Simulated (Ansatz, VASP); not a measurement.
# AlSi2C2N (twisted h-SiC/h-AlN monolayer on bilayer, 46.83 deg): VASP beside Ansatz, part 2 of 2

Aim: how closely do two programs agree when they are given the same cell, functional and k mesh? The cell is taken from a series of runs on this material, whose earlier steps may have relaxed, scaled, displaced or heated it; both programs get it as it stands.

VASP 6.6.1 and Ansatz 0.2.0.

So far: Starting point; VASP: single point, PBE with D4.

### Step 3. Ansatz: single point, PBE with D4

Level of this step: Ansatz beside VASP: Kohn-Sham DFT, plane waves, PBE with D4 (Ansatz).

Ansatz runs on its default PAW (the set named soft_2) files.

The same cell, functional, mesh and smearing now go to Ansatz, which takes its cutoff from its data sets.

Input file input.yaml:

```yaml
crystal:
  lattice:
    - [13.578, 0.0, 0.0]
    - [-6.789, 11.75889, 0.0]
    - [0.0, 0.0, 18.58]
  atoms:
    - { symbol: Si, position: [0.17339, 0.77268, 0.32093] }
    - { symbol: C, position: [0.19066, 0.64906, 0.32654] }
    - { symbol: Si, position: [0.28207, 0.03653, 0.31494] }
    - { symbol: C, position: [0.29859, 0.91498, 0.31853] }
    - { symbol: Si, position: [0.12544, 0.14343, 0.31359] }
    - { symbol: C, position: [0.14342, 0.02331, 0.3061] }
    - { symbol: Si, position: [0.22665, 0.40494, 0.3281] }
    - { symbol: C, position: [0.24753, 0.28202, 0.32466] }
    - { symbol: Si, position: [0.33154, 0.66837, 0.31477] }
    - { symbol: C, position: [0.34749, 0.54202, 0.31915] }
    - { symbol: Si, position: [0.43791, 0.93184, 0.31688] }
    - { symbol: C, position: [0.455, 0.80977, 0.31992] }
    - { symbol: Si, position: [0.38672, 0.29987, 0.31935] }
    - { symbol: C, position: [0.4034, 0.17622, 0.31377] }
    - { symbol: Si, position: [0.48892, 0.56185, 0.32551] }
    - { symbol: C, position: [0.50655, 0.43903, 0.33073] }
    - { symbol: Si, position: [0.59484, 0.82346, 0.31537] }
    - { symbol: C, position: [0.61314, 0.69855, 0.31493] }
    - { symbol: Si, position: [0.7015, 0.088, 0.3225] }
    - { symbol: C, position: [0.7249, 0.9685, 0.30965] }
    - { symbol: Si, position: [0.54282, 0.19455, 0.31815] }
    - { symbol: C, position: [0.56335, 0.06957, 0.31709] }
    - { symbol: Si, position: [0.64743, 0.45697, 0.32314] }
    - { symbol: C, position: [0.66759, 0.33651, 0.31995] }
    - { symbol: Si, position: [0.75367, 0.71963, 0.32192] }
    - { symbol: C, position: [0.77037, 0.59591, 0.32448] }
    - { symbol: Si, position: [0.86129, 0.98308, 0.30895] }
    - { symbol: C, position: [0.87462, 0.85823, 0.31275] }
    - { symbol: Si, position: [0.80623, 0.35103, 0.32455] }
    - { symbol: C, position: [0.81974, 0.22741, 0.33008] }
    - { symbol: Si, position: [0.91076, 0.61203, 0.32248] }
    - { symbol: C, position: [0.92813, 0.48797, 0.3208] }
    - { symbol: Si, position: [0.01605, 0.87635, 0.31019] }
    - { symbol: C, position: [0.03618, 0.75554, 0.31935] }
    - { symbol: Si, position: [0.96118, 0.24228, 0.32817] }
    - { symbol: C, position: [0.98229, 0.12173, 0.3184] }
    - { symbol: Si, position: [0.0693, 0.5077, 0.32912] }
    - { symbol: C, position: [0.08752, 0.38491, 0.33049] }
    - { symbol: Si, position: [0.29288, 0.90862, 0.5015] }
    - { symbol: C, position: [0.3073, 0.78259, 0.49776] }
    - { symbol: Si, position: [0.40353, 0.17439, 0.5065] }
    - { symbol: C, position: [0.41752, 0.04787, 0.50117] }
    - { symbol: Si, position: [0.24703, 0.27957, 0.48839] }
    - { symbol: C, position: [0.26184, 0.15913, 0.49851] }
    - { symbol: Si, position: [0.34977, 0.54155, 0.50042] }
    - { symbol: C, position: [0.37185, 0.42119, 0.49287] }
    - { symbol: Si, position: [0.44997, 0.80048, 0.49078] }
    - { symbol: C, position: [0.47454, 0.68343, 0.50002] }
    - { symbol: Si, position: [0.55567, 0.06397, 0.50156] }
    - { symbol: C, position: [0.57421, 0.94335, 0.48936] }
    - { symbol: Si, position: [0.51143, 0.4405, 0.50145] }
    - { symbol: C, position: [0.52598, 0.31795, 0.5065] }
    - { symbol: Si, position: [0.61359, 0.70436, 0.49304] }
    - { symbol: C, position: [0.63579, 0.5812, 0.49874] }
    - { symbol: Si, position: [0.71836, 0.96534, 0.48606] }
    - { symbol: C, position: [0.73893, 0.84426, 0.48285] }
    - { symbol: Si, position: [0.82178, 0.22704, 0.50175] }
    - { symbol: C, position: [0.84218, 0.10423, 0.4953] }
    - { symbol: Si, position: [0.66588, 0.32912, 0.50997] }
    - { symbol: C, position: [0.67507, 0.20317, 0.50406] }
    - { symbol: Si, position: [0.77284, 0.59347, 0.49455] }
    - { symbol: C, position: [0.78771, 0.46804, 0.50238] }
    - { symbol: Si, position: [0.87722, 0.85593, 0.48915] }
    - { symbol: C, position: [0.8953, 0.73004, 0.49077] }
    - { symbol: Si, position: [0.98221, 0.11814, 0.49107] }
    - { symbol: C, position: [0.00046, 0.9976, 0.48119] }
    - { symbol: Si, position: [0.93036, 0.48951, 0.50389] }
    - { symbol: C, position: [0.94607, 0.36235, 0.50048] }
    - { symbol: Si, position: [0.03325, 0.75321, 0.49502] }
    - { symbol: C, position: [0.0478, 0.62388, 0.49388] }
    - { symbol: Si, position: [0.14162, 0.01889, 0.48763] }
    - { symbol: C, position: [0.15443, 0.89546, 0.49516] }
    - { symbol: Si, position: [0.08465, 0.3768, 0.49398] }
    - { symbol: C, position: [0.10441, 0.2587, 0.496] }
    - { symbol: Si, position: [0.18819, 0.64043, 0.49681] }
    - { symbol: C, position: [0.20953, 0.51884, 0.50038] }
    - { symbol: Al, position: [0.76398, 0.04487, 0.66614] }
    - { symbol: "N", position: [0.78033, 0.18078, 0.66892] }
    - { symbol: Al, position: [0.80567, 0.45951, 0.67273] }
    - { symbol: "N", position: [0.8224, 0.6023, 0.67192] }
    - { symbol: Al, position: [0.65523, 0.19532, 0.6676] }
    - { symbol: "N", position: [0.66868, 0.33542, 0.66019] }
    - { symbol: Al, position: [0.50018, 0.9326, 0.67105] }
    - { symbol: "N", position: [0.51417, 0.07067, 0.67768] }
    - { symbol: Al, position: [0.69428, 0.61066, 0.67773] }
    - { symbol: "N", position: [0.71681, 0.75297, 0.67419] }
    - { symbol: Al, position: [0.54246, 0.34762, 0.66457] }
    - { symbol: "N", position: [0.55779, 0.4867, 0.68039] }
    - { symbol: Al, position: [0.38867, 0.08666, 0.67616] }
    - { symbol: "N", position: [0.40037, 0.22521, 0.66762] }
    - { symbol: Al, position: [0.59464, 0.77676, 0.68272] }
    - { symbol: "N", position: [0.62122, 0.91695, 0.66578] }
    - { symbol: Al, position: [0.43875, 0.50865, 0.69153] }
    - { symbol: "N", position: [0.45867, 0.64911, 0.69333] }
    - { symbol: Al, position: [0.28273, 0.24745, 0.68582] }
    - { symbol: "N", position: [0.29991, 0.38484, 0.70202] }
    - { symbol: Al, position: [0.12449, 0.98695, 0.67791] }
    - { symbol: "N", position: [0.14076, 0.12548, 0.68884] }
    - { symbol: Al, position: [0.33407, 0.66748, 0.68567] }
    - { symbol: "N", position: [0.35648, 0.80813, 0.68429] }
    - { symbol: Al, position: [0.17606, 0.40381, 0.69268] }
    - { symbol: "N", position: [0.19539, 0.54626, 0.69117] }
    - { symbol: Al, position: [0.0172, 0.14225, 0.68021] }
    - { symbol: "N", position: [0.03498, 0.28318, 0.68278] }
    - { symbol: Al, position: [0.85934, 0.87731, 0.67174] }
    - { symbol: "N", position: [0.88228, 0.02045, 0.67498] }
    - { symbol: Al, position: [0.232, 0.8266, 0.68564] }
    - { symbol: "N", position: [0.24505, 0.96358, 0.68358] }
    - { symbol: Al, position: [0.07291, 0.56481, 0.68028] }
    - { symbol: "N", position: [0.09076, 0.70767, 0.68555] }
    - { symbol: Al, position: [0.91829, 0.30539, 0.6744] }
    - { symbol: "N", position: [0.92802, 0.44073, 0.67247] }
    - { symbol: Al, position: [0.96377, 0.72325, 0.67741] }
    - { symbol: "N", position: [0.98825, 0.86465, 0.66588] }
kpoints:
  mp_grid: { grid: [1, 1, 1] }
hamiltonian:
  xc: pbe
  dispersion: d4
scf:
  occupations: { method: fermi_dirac, width: 0.05 }
output:
  forces: true
  populations: true
  dos:
    method: { smearing: { sigma: 0.08 } }
    de: 0.1
    projected:
      site_lists:
        Al: [Al]
        C: [C]
        "N": ["N"]
        Si: [Si]
        layer_1: [0, 1, 2, 3, 4, 5, 6, 7, 8, 9, 10, 11, 12, 13, 14, 15, 16, 17, 18, 19, 20, 21, 22, 23, 24, 25, 26, 27, 28, 29, 30, 31, 32, 33, 34, 35, 36, 37]
        layer_2: [38, 39, 40, 41, 42, 43, 44, 45, 46, 47, 48, 49, 50, 51, 52, 53, 54, 55, 56, 57, 58, 59, 60, 61, 62, 63, 64, 65, 66, 67, 68, 69, 70, 71, 72, 73, 74, 75]
        layer_3: [76, 77, 78, 79, 80, 81, 82, 83, 84, 85, 86, 87, 88, 89, 90, 91, 92, 93, 94, 95, 96, 97, 98, 99, 100, 101, 102, 103, 104, 105, 106, 107, 108, 109, 110, 111, 112, 113]
  eigenvalues: true
  write_density: true
  write_potential: true
  volumetric_format: npy
  elf: true
```

On the command line:

```
$ ansatz run input.yaml --threads 4 --pin off --max-ram 8192MiB --backend cpu --events-out ev --progress --plain --runs-dir out
```

Numbers of over 12 decimals in the logs are rounded to 6 here.

Output:

```text
Engine: ansatz 0.2.0, aarch64-unknown-linux-gnu
Pseudopotentials: kind: paw
Pseudopotential: Si, paw, valence charge 4, recommended cutoff 420 eV (normal), Si.paw.azcp
Pseudopotential: C, paw, valence charge 4, recommended cutoff 420 eV (normal), C.paw.azcp
Pseudopotential: Al, paw, valence charge 3, recommended cutoff 420 eV (normal), Al.paw.azcp
Pseudopotential: N, paw, valence charge 5, recommended cutoff 420 eV (normal), N.paw.azcp
Functional definition: PBE
  parameter kappa = 0.804
  parameter beta = 0.066725
  exchange = pbe_x(kappa = kappa, mu = beta*pi^2/3)
  correlation = pbe_c(beta = beta)
Crystal: 114 atoms, lattice volume = 2966.524 Å³
Basis set: ecut = 420 eV, 57987 PW (Γ), exchange–correlation on 192×192×250 points (8 copies of the dense FFT grid, shifted against one another)
Bands: 342, of which v1, the nominal top of the filled ones, is band 228 counted from 1 (227 counted from 0)
Symmetry: 1 space group operations
Space group: P1 (ITA 1), of the structure as read, at distance tolerance 1.4e-4 Å
k-points: 1
Non-local potential: Si, projectors of the file, l = 0: 2, l = 1: 2, l = 2: 2
Non-local potential: C, projectors of the file, l = 0: 2, l = 1: 2, l = 2: 1
Non-local potential: Al, projectors of the file, l = 0: 2, l = 1: 2, l = 2: 1
Non-local potential: N, projectors of the file, l = 0: 2, l = 1: 2, l = 2: 1
PAW form: soft (Blöchl's): semilocal exchange-correlation on the pseudo side does not see the compensation charge
PAW one-centre angular grid: Si, 110 points (default); XC on 64 Gauss nodes
PAW one-centre angular grid: C, 110 points (default); XC on 64 Gauss nodes
PAW one-centre angular grid: Al, 110 points (default); XC on 64 Gauss nodes
PAW one-centre angular grid: N, 110 points (default); XC on 64 Gauss nodes
Initial density: superposition of atomic densities (neutral atoms: chi_scale 0, normalization atom), corrected by the library's trained network
Initial wavefunctions: pseudopotential atomic-orbital guess
Functional: x = pbe(κ = 0.804, μ = 0.219515), c = pbe(β = 0.066725)
SCF iter   1: F=—  HF=-51239.775572 eV  |F-HF|=—  |Δ(HF+E_count)|=         —  Δρ=2.48e-3  dr2=3.21e-1  ethr=1.77e-3  ⟨swp⟩=8.0  Hψ=1892  notcnv=0  defer=70
preconditioner: auto → Resta (q_TF=auto, 1.997 Å⁻¹)  ε∞=3.0  [insulator: Δε(μ)=2.398 eV  Ē_g=10.371 eV  σ=0.050 eV  W_gap=1.00  n_scr=412 (ndim 8)  ℏωp=14.6 eV  f_vac=0.423  D(μ)=0.00/eV (n_scr^D=0)  ε∞_Penn≈3.0  vacuum switching on, ρ_ref=7.8e-3 e/Å³]
SCF iter   2: F=—  HF=-51239.751112 eV  |F-HF|=—  |Δ(HF+E_count)|=   2.45e-2  Δρ=1.27e-3  dr2=7.23e-2  ethr=7.03e-5  ⟨swp⟩=2.0  Hψ=503  notcnv=0  defer=95
SCF iter   3: F=—  HF=-51239.756202 eV  |F-HF|=—  |Δ(HF+E_count)|=   5.09e-3  Δρ=5.54e-4  dr2=1.51e-2  ethr=1.59e-5  ⟨swp⟩=2.0  Hψ=442  notcnv=0  defer=95
SCF iter   4: F=—  HF=-51239.756804 eV  |F-HF|=—  |Δ(HF+E_count)|=   6.02e-4  Δρ=1.76e-4  dr2=1.03e-3  ethr=3.30e-6  ⟨swp⟩=2.0  Hψ=436  notcnv=0  defer=95
SCF iter   5: F=—  HF=-51239.757010 eV  |F-HF|=—  |Δ(HF+E_count)|=   2.05e-4  Δρ=7.91e-5  dr2=2.00e-4  ethr=2.26e-7  ⟨swp⟩=2.0  Hψ=469  notcnv=0  defer=95
SCF iter   6: F=—  HF=-51239.757020 eV  |F-HF|=—  |Δ(HF+E_count)|=   1.03e-5  Δρ=2.59e-5  dr2=2.10e-5  ethr=4.39e-8  ⟨swp⟩=2.0  Hψ=465  notcnv=0  defer=95
SCF iter   7: F=—  HF=-51239.756275 eV  |F-HF|=—  |Δ(HF+E_count)|=   7.45e-4  Δρ=9.79e-6  dr2=3.30e-6  ethr=4.61e-9  ⟨swp⟩=2.0  Hψ=570  notcnv=0  defer=101
SCF iter   8: F=—  HF=-51239.756276 eV  |F-HF|=—  |Δ(HF+E_count)|=   6.37e-7  Δρ=2.79e-6  dr2=2.39e-7  ethr=7.23e-10  ⟨swp⟩=2.0  Hψ=465  notcnv=0  defer=101
SCF iter   9: F=-51239.756276 eV  HF=-51239.756276 eV  |F-HF|=3.70e-8  |Δ(HF+E_count)|=   2.41e-7  Δρ=1.35e-6  dr2=7.52e-8  ethr=2.19e-11  ⟨swp⟩=32.0  Hψ=3827  notcnv=0
[...]
atom  63  Si     0.16881146     0.09057945    -0.55932570
  atom  64  C     -1.44538352     1.21652258     0.02614357
  atom  65  Si    -0.65812644     0.19682256    -0.12275156
  atom  66  C     -0.13508289    -0.47632683     0.44630428
  atom  67  Si    -0.64887693    -2.05830665    -0.03636337
  atom  68  C     -0.35454135     0.99948228     0.17123992
  atom  69  Si     1.63707477    -0.44705287    -0.21486212
  atom  70  C      0.48129909     1.99037293     0.29149681
  atom  71  Si    -0.33342789    -0.00849793     0.17557530
  atom  72  C      0.68153247    -0.76532435     0.03923066
  atom  73  Si    -0.37358344     1.25939535     0.34907125
  atom  74  C      0.74992051    -0.57782064    -0.24728262
  atom  75  Si    -0.08153812     0.30864447    -0.13163379
  atom  76  C     -0.90386968     0.08467016    -0.11924399
  atom  77  Al     0.26841265    -1.82801100    -0.01196946
  atom  78  N     -0.82705401     0.81662693     0.03548788
  atom  79  Al     0.06624708     0.86523992    -0.68481615
  atom  80  N      0.44882637    -0.87262611     0.42399370
  atom  81  Al    -0.24861662    -0.19997973    -0.34658885
  atom  82  N      0.00153362    -0.51678183     0.17225883
  atom  83  Al    -1.33673734    -0.66589943     0.47906292
  atom  84  N     -0.08502655     0.73741661    -0.19214529
  atom  85  Al     0.40934652     0.78135811    -0.53808123
  atom  86  N     -0.41894070     0.55747831     0.35917027
[...]
atom 107  Al     0.45419161    -0.13597671    -0.07610921
  atom 108  N      0.33807108     1.12006931    -0.06777254
  atom 109  Al    -0.51269418     0.15097025     0.17966029
  atom 110  N     -0.51261587    -1.03033019    -0.08924854
  atom 111  Al    -0.31744367    -0.29245466    -0.30664390
  atom 112  N      0.25118957     1.25485615     0.25505866
  atom 113  Al     0.84863298    -0.08165779    -0.26807831
  atom 114  N     -1.32501712    -0.34056585     0.30728180
  max |Σ_I F_I| component: 4.83e-4 eV/Å
--- Band table (eV) ---
  k-point 0: bands = [... 224 lower, 0.4923, 0.5075, 0.5369, 0.5635, 2.8428, 2.8822, 2.9279, 2.9544, ... 110 higher]
--- Löwdin populations: 114 sites ---
  site symbol       q [e]
     0     Si      2.8907
     1      C      4.9810
     2     Si      2.8894
     3      C      4.9946
     4     Si      2.8975
     5      C      4.9692
     6     Si      2.8881
     7      C      4.9901
     8     Si      2.9263
     9      C      4.9832
    10     Si      2.8852
    11      C      4.9816
    12     Si      2.8880
    13      C      4.9954
    14     Si      2.8946
    15      C      4.9875
    16     Si      2.9333
    17      C      4.9764
    18     Si      2.8890
    19      C      4.9656
    20     Si      2.9142
    21      C      4.9857
    22     Si      2.8945
    23      C      4.9854
[...]
106     Al      1.8608
   107      N      6.0747
   108     Al      1.8768
   109      N      6.0669
   110     Al      1.8389
   111      N      6.0773
   112     Al      1.8653
   113      N      6.0763
  spilling = 0.011210 (of n_electrons = 456.000000)
```

### Step 4. Side by side

Known differences besides the potentials themselves: the cutoff is 420 eV in Ansatz and 520 eV in VASP (PREC = Accurate, projectors in real space). Total energies have different zeros and are not compared.

Both answers:

```tsv
quantity	Ansatz	VASP	difference
gap on the k mesh (eV)	2.279	2.272	+0.007
```

Forces on 9 of the 114 atoms, those with the largest forces and the largest differences (eV/Å; atoms numbered as in POSCAR):

```tsv
atom	Ansatz x, y, z	VASP x, y, z
Si27	1.764, -0.539, 0.134	1.763, -0.540, 0.135
Si34	-0.649, -2.058, -0.036	-0.647, -2.058, -0.040
C41	-0.011, -1.759, 0.185	-0.011, -1.755, 0.178
C48	-1.688, -1.111, 0.358	-1.687, -1.105, 0.359
C70	-1.445, 1.217, 0.026	-1.447, 1.211, 0.022
C73	0.481, 1.990, 0.291	0.484, 1.987, 0.295
Al77	0.268, -1.828, -0.012	0.269, -1.841, -0.010
Al80	-1.337, -0.666, 0.479	-1.349, -0.662, 0.485
Al94	-0.317, -0.292, -0.307	-0.326, -0.297, -0.308
```

The forces differ by 3.5 meV/Å r.m.s., which is 0.6 % of the r.m.s. force of 0.583 eV/Å (both taken over all components). A gap on the mesh is an upper bound, since the band edges may lie between its points. With vacuum in the cell, a pressure given here is an average over mostly empty space and none of the material.

### Step 5. Results

```
r.m.s. force difference (single point, PBE with D4) : 0.59 % of the r.m.s. force
```

What this shows: The r.m.s. force difference is 0.59 % of the r.m.s. force (single point, PBE with D4), within the 3 % picked in this series as the mark of a large difference. How closely two codes agree says nothing of how well the functional describes the real material.

[Lines on the potential files, build, host, timing and source positions are cut from VASP's logs without a mark.]

[Logs are printed without paths, hosts, clocks, repeated set-up lines and the standing remarks that a program may print on its own settings, such as how far it seeks lower states.]

[Hosts, paths, dates, database ids (printed as entryN), source tags and the programs' standing remarks are cut or masked in the printed files.]
